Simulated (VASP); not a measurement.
Data:

```
CELL_PARAMETERS angstrom
      0.00000     3.31251     3.31251
      3.31251     0.00000     3.31251
      3.31251     3.31251     0.00000
ATOMIC_POSITIONS crystal
  Ag 0.00000 0.00000 0.00000
  I  0.25000 0.25000 0.25000
```

All values below come from PBE0 hybrid, VASP's PBE PAW potentials (set 64) (plane waves; VASP). Numerical set-up: 520 eV cut-off, 6×6×6 Γ-centred mesh, Gaussian smearing of 0.050 eV, potentials Ag I.

Unless said otherwise, spin-orbit coupling is left out, though it shifts the bands of the heavy elements here.

Q: Estimate the energy per atom (σ→0), band gap (over the mesh, the named points and PBE's band edges) with the smallest direct gap where there is one.

A: 
```
Item                                                                                 Value
--------------------------------------------------------------------------  --------------
band gap (over the mesh, the named points and PBE's band edges)                    3.14 eV
smallest direct gap (over the mesh, the named points and PBE's band edges)         3.14 eV
energy per atom (σ→0)                                                       -3.132 eV/atom
```

The compound is AgI in the zinc blende structure, whereas wurtzite is the usual form. It was relaxed first, which changed the volume by +6 %.
